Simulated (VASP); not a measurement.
Level of theory: PBE GGA, VASP's PBE PAW potentials (set 64) (plane waves; VASP 6.6.1).

VASP ran on this input.

**INCAR**
```
# general
SYSTEM =Cd
PREC   =Accurate
ENCUT  =400   # plane-wave cut-off (eV)
LREAL  =.FALSE.   # projection in real space or not
LASPH  =.TRUE.

# electronic loop
EDIFF  =1E-6   # SCF stop (eV)
NELM   =100   # most electronic steps
ALGO   =All
LMAXMIX=4

# smearing
ISMEAR =1
SIGMA  =0.1

# functional
GGA    =PE

# ions
ISIF   =2   # forces and stress, cell fixed

# output
LWAVE  =.FALSE.
LCHARG =.FALSE.
```

File POSCAR:
```
Cd
1
    1.5198000000    -2.6323710000     0.0000000000
    1.5198000000     2.6323710000     0.0000000000
    0.0000000000     0.0000000000     5.7324000000
Cd
2
Direct
  0.3333330000   0.6666670000   0.2500000000
  0.6666670000   0.3333330000   0.7500000000
```

### KPOINTS
```
Automatic mesh
0
Gamma
12 12 6
0 0 0
```

POTCAR, in this order: Cd (PBE.64 set). Program: vasp_std.

The resulting files:

### OSZICAR
```
       N       E                     dE             d eps       ncg     rms           ort
DAV:   1     0.141764732514E+03    0.14176E+03   -0.12020E+04  1216   0.128E+03
DAV:   2     0.127743437170E+01   -0.14049E+03   -0.13794E+03  1216   0.341E+02
DAV:   3    -0.157335435083E+01   -0.28508E+01   -0.28477E+01  1216   0.580E+01
DAV:   4    -0.157646747380E+01   -0.31131E-02   -0.31131E-02  1216   0.167E+00
DAV:   5    -0.157647645252E+01   -0.89787E-05   -0.89789E-05  1216   0.818E-02
SDA:   6    -0.136827854030E+01    0.20820E+00   -0.89789E-05  1216   0.672E+00   0.000E+00
CGA:   7    -0.148116990766E+01   -0.11289E+00   -0.11302E+00  1216   0.117E-01   0.455E-03
CGA:   8    -0.148835209172E+01   -0.71822E-02   -0.71145E-02  1216   0.177E-02   0.196E-03
CGA:   9    -0.148917620826E+01   -0.82412E-03   -0.81772E-03  1216   0.235E-03   0.295E-04
CGA:  10    -0.148927060074E+01   -0.94392E-04   -0.97168E-04  1216   0.732E-04  -0.188E-04
CGA:  11    -0.148928518999E+01   -0.14589E-04   -0.14899E-04  1216   0.337E-05   0.584E-05
SDA:  12    -0.148928577717E+01   -0.58718E-06   -0.67909E-06  1216   0.864E-06   0.111E-05
   1 F= -.14892858E+01 E0= -.14895164E+01  d E =0.692007E-03
```

### OUTCAR
```
------------------------ aborting loop because EDIFF is reached ----------------------------------------
  FORCE on cell =-STRESS in cart. coord.  units (eV):
  Direction    XX          YY          ZZ          XY          YZ          ZX
  --------------------------------------------------------------------------------------
  Total       -0.4720968     -0.4720969      0.2306102      0.0000000      0.0000000      0.0000000
  in kB      -16.4907958    -16.4907981      8.0554347      0.0000000      0.0000000      0.0000000
  external PRESSURE =      -8.3087197 kB  Pullay stress =       0.0000000 kB
  volume of cell :       45.87
      direct lattice vectors                 reciprocal lattice vectors
     1.519800000 -2.632371000  0.000000000     0.328990657 -0.189942831  0.000000000
     1.519800000  2.632371000  0.000000000     0.328990657  0.189942831  0.000000000
     0.000000000  0.000000000  5.732400000     0.000000000  0.000000000  0.174447003
 POSITION                                       TOTAL-FORCE (eV/Angst)
 -----------------------------------------------------------------------------------
      1.51980      0.87746      1.43310         0.000000     -0.000000      0.000000
      1.51980     -0.87746      4.29930        -0.000000      0.000000      0.000000
 -----------------------------------------------------------------------------------
    total drift:                                0.000013      0.000207      0.000002
  FREE ENERGIE OF THE ION-ELECTRON SYSTEM (eV)
  ---------------------------------------------------
  free  energy   TOTEN  =        -1.4892857772 eV

  energy  without entropy=       -1.4899777844  energy(sigma->0) =       -1.48951645
```
(Selected blocks of OUTCAR.)

The compound is Cd in the hcp structure. The cell was not relaxed at this level. The run is one of a series of settings (ALGO = All against the base run), some of them coarse on purpose.
